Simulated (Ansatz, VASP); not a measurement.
# AlGa45O69 (glassy Ga2O3): VASP beside Ansatz, part 2 of 2

Wanted: the spread between two codes on one cell, functional and k mesh. Of the first pair: The structure shown is the start of the Ansatz relaxation below; VASP solves that cell, so the two are compared at the walk's first step.

VASP 6.6.1 and Ansatz 0.2.0.

So far. Step 3 (VASP: single point, PBE, start cell, pair 1): The run ends at a pressure of -4.42 GPa, with forces up to 1.6 eV/Å.

## (4) Differences

Known differences besides the potentials themselves: the cutoff is 420 eV in Ansatz and 520 eV in VASP (PREC = Accurate, projectors in real space). Total energies have different zeros and are not compared.

Forces on 9 of the 115 atoms, those with the largest forces and the largest differences (eV/Å; atoms numbered as in POSCAR):

```
atom          Ansatz x, y, z            VASP x, y, z
 Ga6     0.032, 0.006, 0.011    0.034, 0.048, -0.026
Ga22  -0.002, -0.048, -0.136  -0.034, -0.048, -0.162
Al46   -0.662, -0.250, 0.024   -0.669, -0.251, 0.013
 O53     0.789, 0.707, 0.550     0.813, 0.752, 0.547
 O62   0.001, -0.002, -0.011     0.015, 0.054, 0.000
 O67    0.541, -1.456, 0.302    0.549, -1.477, 0.270
 O92   -0.090, 0.009, -0.026  -0.093, -0.002, -0.029
O111   -0.089, 0.463, -1.341   -0.121, 0.451, -1.386
O113    -0.505, 0.593, 0.658    -0.526, 0.617, 0.673
```

The forces differ by 18 meV/Å r.m.s., which is 11.8 % of the r.m.s. force of 0.153 eV/Å (both taken over all components). Moments aren't recorded for both runs of this pair, so they may hold unlike magnetic states.

## (5) Ansatz: relaxation, PBE

This run makes the geometry at which the two programs are then compared.

The structure compared here is the end of the Ansatz relaxation.

input.yaml reads:

```yaml
crystal:
  lattice:
    - [11.0541, 0.0, 0.0]
    - [0.0, 11.0541, 0.0]
    - [0.0, 0.0, 11.0541]
  atoms:
    - { symbol: Ga, position: [0.40652, 0.68929, 0.64533] }
    - { symbol: Ga, position: [0.44452, 0.26461, 0.06912] }
[... 1 atom line left out ...]
    - { symbol: Ga, position: [0.68769, 0.98726, 0.30172] }
    - { symbol: Ga, position: [0.21123, 0.71509, 0.84515] }
[... 3 atom lines left out ...]
    - { symbol: Ga, position: [0.7616, 0.79036, 0.50989] }
[... 4 atom lines left out ...]
    - { symbol: Ga, position: [0.02001, 0.65235, 0.06132] }
    - { symbol: Ga, position: [0.75794, 0.81892, 0.03553] }
    - { symbol: Ga, position: [0.31126, 0.78613, 0.1324] }
[... 2 atom lines left out ...]
    - { symbol: Ga, position: [0.64445, 0.52252, 0.72971] }
[... 1 atom line left out ...]
    - { symbol: Ga, position: [0.27022, 0.99685, 0.66227] }
    - { symbol: Ga, position: [0.97893, 0.44634, 0.2764] }
[... 2 atom lines left out ...]
    - { symbol: Ga, position: [0.25313, 0.48767, 0.46754] }
    - { symbol: Ga, position: [0.99731, 0.9248, 0.53442] }
[... 1 atom line left out ...]
    - { symbol: Ga, position: [0.82808, 0.26179, 0.78933] }
[... 2 atom lines left out ...]
    - { symbol: Ga, position: [0.54612, 0.16173, 0.81657] }
    - { symbol: Ga, position: [0.98965, 0.62381, 0.5285] }
[... 4 atom lines left out ...]
    - { symbol: Ga, position: [0.82641, 0.38941, 0.50193] }
    - { symbol: Ga, position: [0.21787, 0.80486, 0.43871] }
[... 2 atom lines left out ...]
    - { symbol: Ga, position: [0.72685, 0.17247, 0.0634] }
[... 4 atom lines left out ...]
    - { symbol: Ga, position: [0.75541, 0.0903, 0.57986] }
    - { symbol: O, position: [0.16647, 0.93593, 0.54592] }
[... 2 atom lines left out ...]
    - { symbol: O, position: [0.15885, 0.63158, 0.47989] }
[... 2 atom lines left out ...]
    - { symbol: O, position: [0.91747, 0.77733, 0.14415], spin: 0.6 }
    - { symbol: O, position: [0.13497, 0.58526, 0.94144] }
[... 1 atom line left out ...]
    - { symbol: O, position: [0.79254, 0.86813, 0.3555] }
[... 4 atom lines left out ...]
    - { symbol: O, position: [0.35915, 0.72571, 0.94799] }
[... 2 atom lines left out ...]
    - { symbol: O, position: [0.08837, 0.52049, 0.16269] }
[... 2 atom lines left out ...]
    - { symbol: O, position: [0.98263, 0.03095, 0.20588], spin: 0.6 }
[... 4 atom lines left out ...]
    - { symbol: O, position: [0.11264, 0.05306, 0.92895] }
[... 1 atom line left out ...]
    - { symbol: O, position: [0.85941, 0.17741, 0.94908] }
    - { symbol: O, position: [0.68845, 0.74562, 0.17792] }
    - { symbol: O, position: [0.05305, 0.79066, 0.83633] }
[... 2 atom lines left out ...]
    - { symbol: O, position: [0.83067, 0.87181, 0.8718] }
[... 1 atom line left out ...]
    - { symbol: O, position: [0.22872, 0.10006, 0.2204] }
[... 2 atom lines left out ...]
    - { symbol: O, position: [0.35589, 0.93715, 0.05512] }
    - { symbol: O, position: [0.84073, 0.65317, 0.43932] }
[... 3 atom lines left out ...]
    - { symbol: O, position: [0.72414, 0.14359, 0.23779] }
[... 1 atom line left out ...]
    - { symbol: O, position: [0.07572, 0.19044, 0.45022] }
    - { symbol: O, position: [0.29771, 0.86407, 0.29601] }
[... 3 atom lines left out ...]
    - { symbol: O, position: [0.89048, 0.0466, 0.47043] }
[... 4 atom lines left out ...]
    - { symbol: O, position: [0.87056, 0.64368, 0.95634] }
[... 2 atom lines left out ...]
    - { symbol: O, position: [0.98007, 0.28065, 0.23362] }
[... 2 atom lines left out ...]
    - { symbol: O, position: [0.92643, 0.78456, 0.60525] }
[... 2 atom lines left out ...]
    - { symbol: O, position: [0.85216, 0.54218, 0.21484] }
    - { symbol: O, position: [0.05162, 0.82871, 0.38295], spin: 0.6 }
    - { symbol: O, position: [0.69634, 0.98419, 0.07496] }
    - { symbol: O, position: [0.14237, 0.78317, 0.11516], spin: 0.6 }
[... 1 atom line left out ...]
    - { symbol: O, position: [0.97322, 0.02927, 0.69076] }
magnetization:
  spin_polarized: true
kpoints:
  mp_grid: { grid: [1, 1, 1] }
hamiltonian:
  xc: pbe
scf:
  occupations: { method: fermi_dirac, width: 0.025 }
  lower_state_search: "off"
output:
  forces: true
  eigenvalues: true
relax:
  f_tol: 0.05
  max_steps: 90
```

Launch:

```console
$ ansatz run input.yaml --threads 4 --pin off --max-ram 8192MiB --backend cpu --events-out ev --progress --plain --runs-dir out
```

Numbers of over 12 decimals in the logs are rounded to 6 here.

The log of the run:

```text
[...]
Crystal: 115 atoms, lattice volume = 1350.735 Å³
Basis set: ecut = 420 eV, 26529 PW (Γ), exchange–correlation on 150×150×150 points (8 copies of the dense FFT grid, shifted against one another)
Bands: 618, of which v1, the nominal top of the filled ones, is band 501 counted from 1 (500 counted from 0)
Symmetry: 1 space group operations
[...]
k-points: 1
[...]
Starting moments: Σ|m| = 3 μB on 5 of 115 sites
[...]
- { symbol: O, position: [0.748333, 0.413837, 0.819173] }
    - { symbol: O, position: [0.697586, 0.918298, 0.626143] }
    - { symbol: O, position: [0.158486, 0.631938, 0.479838] }
    - { symbol: O, position: [0.616809, 0.570110, 0.326647] }
    - { symbol: O, position: [0.497096, 0.551528, 0.618383] }
    - { symbol: O, position: [0.920698, 0.777182, 0.149767] }
    - { symbol: O, position: [0.134997, 0.586974, 0.943420] }
[...]
- { symbol: O, position: [0.697683, 0.983731, 0.073665] }
    - { symbol: O, position: [0.141550, 0.785789, 0.122047] }
    - { symbol: O, position: [0.987425, 0.568403, 0.704065] }
    - { symbol: O, position: [0.972152, 0.029507, 0.689924] }
```

## (6) VASP: single point, PBE, relaxed cell, pair 2

The same cell, functional, mesh and smearing now go to VASP, with its own data sets.

INCAR reads:

```
SYSTEM = AlGa45O69
PREC = Accurate
ENCUT = 520
EDIFF = 1E-06
NELM = 200
ISMEAR = -1
SIGMA = 0.025
LREAL = Auto
ALGO = Normal
GGA = PE
NBANDS = 592
ISPIN = 2
MAGMOM = 0 -0 -0 0 0 0 0 0 0 0 0 0 0 0 0 0 -0 -0 0 -0 -0 -0 -0 0 -0 -0 0 0 0 0 0 -0 0 -0 -0 0 -0 0 0 0 0 0 0 -0 0 -0 -0 0 0 0 0 0 0 0 0 -0 -0 -0 -0 0 0 -0 -0 0 0 -0 -0 -0 0 0 -0 -0 -0 -0 0 0 -0 0 0 -0 0 -0 -0 -0 0 -0 0 -0 -0 -0 0 -0 0 -0 -0 -0 -0 -0 -0 0 0 -0 -0 -0 -0 -0 -0 0 -0 -0 0 0 0 -0 -0
LORBIT = 11
LWAVE = .FALSE.
LCHARG = .FALSE.
ISIF = 2
LASPH = .TRUE.
GGA_COMPAT = .FALSE.
NCORE = 4
```

POSCAR reads:

```
AlGa45O69
1.0
   11.0541000000      0.0000000000      0.0000000000
    0.0000000000     11.0541000000      0.0000000000
    0.0000000000      0.0000000000     11.0541000000
Ga Al O
45 1 69
Direct
    0.4059800000      0.6895100000      0.6456900000
    0.4450200000      0.2638500000      0.0688700000
[... 1 atom line left out ...]
    0.6890500000      0.9871700000      0.3022300000
    0.2106200000      0.7155700000      0.8451200000
[... 3 atom lines left out ...]
    0.7611700000      0.7897200000      0.5106700000
[... 4 atom lines left out ...]
    0.0204800000      0.6526000000      0.0639700000
    0.7581200000      0.8171800000      0.0345600000
    0.3105600000      0.7879800000      0.1332700000
[... 2 atom lines left out ...]
    0.9538900000      0.2840300000      0.0527400000
[... 1 atom line left out ...]
    0.9785200000      0.4443400000      0.2765200000
    0.9558900000      0.1315800000      0.3279100000
[... 2 atom lines left out ...]
    0.9968400000      0.9240100000      0.5307400000
    0.9993300000      0.9553800000      0.8415900000
[... 1 atom line left out ...]
    0.2108700000      0.2127700000      0.3515000000
[... 2 atom lines left out ...]
    0.9895400000      0.6237500000      0.5290000000
    0.8214500000      0.7024600000      0.2755900000
[... 4 atom lines left out ...]
    0.2175900000      0.8052500000      0.4377200000
    0.2316200000      0.0727400000      0.0524700000
[... 2 atom lines left out ...]
    0.3774300000      0.0235300000      0.2891300000
[... 4 atom lines left out ...]
    0.0358700000      0.8704300000      0.2229000000
    0.1656300000      0.9357600000      0.5448700000
[... 2 atom lines left out ...]
    0.1584900000      0.6319400000      0.4798400000
[... 2 atom lines left out ...]
    0.9207000000      0.7771800000      0.1497700000
    0.1350000000      0.5869700000      0.9434200000
[... 1 atom line left out ...]
    0.7925200000      0.8670600000      0.3563600000
[... 4 atom lines left out ...]
    0.3579100000      0.7269600000      0.9479300000
[... 2 atom lines left out ...]
    0.0882800000      0.5197000000      0.1635600000
[... 2 atom lines left out ...]
    0.9906300000      0.0208200000      0.2115000000
[... 4 atom lines left out ...]
    0.1120100000      0.0537100000      0.9288000000
[... 1 atom line left out ...]
    0.8597100000      0.1778200000      0.9482900000
    0.6897000000      0.7451100000      0.1771800000
    0.0526800000      0.7912700000      0.8369700000
[... 2 atom lines left out ...]
    0.8307000000      0.8719900000      0.8711500000
[... 1 atom line left out ...]
    0.2316700000      0.1030500000      0.2194300000
[... 2 atom lines left out ...]
    0.3554900000      0.9381600000      0.0549000000
    0.8402500000      0.6520100000      0.4402700000
[... 3 atom lines left out ...]
    0.7270500000      0.1429800000      0.2376800000
[... 1 atom line left out ...]
    0.0750800000      0.1896700000      0.4495100000
    0.3003200000      0.8654900000      0.2971700000
[... 3 atom lines left out ...]
    0.8901000000      0.0461900000      0.4692900000
[... 4 atom lines left out ...]
    0.8695900000      0.6464300000      0.9593300000
[... 2 atom lines left out ...]
    0.9800600000      0.2785100000      0.2322600000
[... 2 atom lines left out ...]
    0.9266900000      0.7849900000      0.6039300000
[... 2 atom lines left out ...]
    0.8522100000      0.5412400000      0.2148800000
    0.0530000000      0.8293400000      0.3782500000
    0.6976800000      0.9837300000      0.0736700000
    0.1415500000      0.7857900000      0.1220500000
[... 1 atom line left out ...]
    0.9721500000      0.0295100000      0.6899200000
```

KPOINTS reads:

```
Automatic mesh
0
Gamma
1 1 1
0 0 0
```

The projector-augmented-wave data sets are Ga_d, Al and O (PBE family, release 64).

Launch:

```console
$ mpirun -np 16 vasp_gam
```

The log of the run:

```text
[... set-up lines as in an earlier step ...]
 entering main loop
       N       E                     dE             d eps       ncg     rms          rms(c)
DAV:   1     0.287652898043E+05    0.28765E+05   -0.34817E+05  2368   0.348E+03
DAV:   2     0.679837001577E+04   -0.21967E+05   -0.20900E+05  2368   0.101E+03
DAV:   3     0.288332114319E+03   -0.65100E+04   -0.61068E+04  3008   0.381E+02
DAV:   4    -0.679184547836E+03   -0.96752E+03   -0.93792E+03  2720   0.152E+02
[...]
DAV:  18    -0.670964716968E+03   -0.13424E-04   -0.21085E-04  2848   0.366E-02    0.827E-03
DAV:  19    -0.670964715984E+03    0.98442E-06   -0.16407E-05  2904   0.345E-02    0.447E-03
DAV:  20    -0.670964715254E+03    0.73046E-06   -0.33352E-06  2024   0.198E-02
   1 F= -.67096472E+03 E0= -.67096472E+03  d E =-.560422E-07  mag=    -0.0000
```

OUTCAR, selected parts (step 6):

```text
 magnetization (x)
# of ion       s       p       d       tot
------------------------------------------
    1       -0.000  -0.000   0.000  -0.000
    2        0.000   0.000  -0.000   0.000
    3        0.000   0.000   0.000   0.000
    4       -0.000  -0.000   0.000  -0.000
    5        0.000   0.000   0.000   0.000
    6       -0.000  -0.000  -0.000  -0.000
[...]
113        0.000  -0.000   0.000  -0.000
  114        0.000   0.000   0.000   0.000
  115       -0.000   0.000   0.000   0.000
--------------------------------------------------
tot          0.000  -0.000   0.000  -0.000
```

The run ends at a pressure of -4.15 GPa, with forces up to 0.088 eV/Å.

## (7) Side by side

Forces on 10 of the 115 atoms, those with the largest forces and the largest differences (eV/Å; atoms numbered as in POSCAR):

```csv
atom,"Ansatz x, y, z","VASP x, y, z"
Ga6,"0.016, -0.014, -0.009","0.017, 0.025, -0.047"
Ga15,"0.009, -0.001, 0.006","0.055, -0.021, 0.024"
Ga22,"0.017, -0.038, -0.040","-0.013, -0.036, -0.067"
O53,"0.032, 0.032, 0.019","0.045, 0.076, 0.009"
O62,"0.001, 0.002, -0.004","0.018, 0.056, 0.003"
O74,"-0.006, 0.002, 0.002","0.015, -0.039, -0.027"
O88,"-0.028, -0.020, 0.011","-0.043, -0.042, 0.013"
O102,"0.001, 0.009, -0.003","0.019, 0.057, 0.012"
O107,"0.003, 0.001, 0.012","-0.005, -0.009, 0.061"
O113,"-0.024, 0.012, 0.007","-0.046, 0.039, 0.022"
```

The forces differ by 18 meV/Å r.m.s., which is 87.2 % of the r.m.s. force of 0.020 eV/Å (both taken over all components).

## (8) Summary of results

```
r.m.s. force difference (single point, PBE, start cell, pair 1)   : 18 meV/Å
r.m.s. force difference (single point, PBE, relaxed cell, pair 2) : 18 meV/Å
```

The r.m.s. force difference is 18 meV/Å (single point, PBE, start cell, pair 1), beyond the 12 meV/Å picked in this series as the mark of a large difference. What causes the difference of the single point, PBE, start cell, pair 1 pair stays open here. What causes the difference of the single point, PBE, relaxed cell, pair 2 pair stays open here. How closely two codes agree says nothing of how well the functional describes the real material.

[Lines on the potential files, build, host, timing and source positions are cut from VASP's logs without a mark.]

[Logs are printed without paths, hosts, clocks, repeated set-up lines and the standing remarks that a program may print on its own settings, such as how far it seeks lower states.]

[Hosts, paths, dates, database ids (printed as entryN), source tags and the programs' standing remarks are cut or masked in the printed files.]
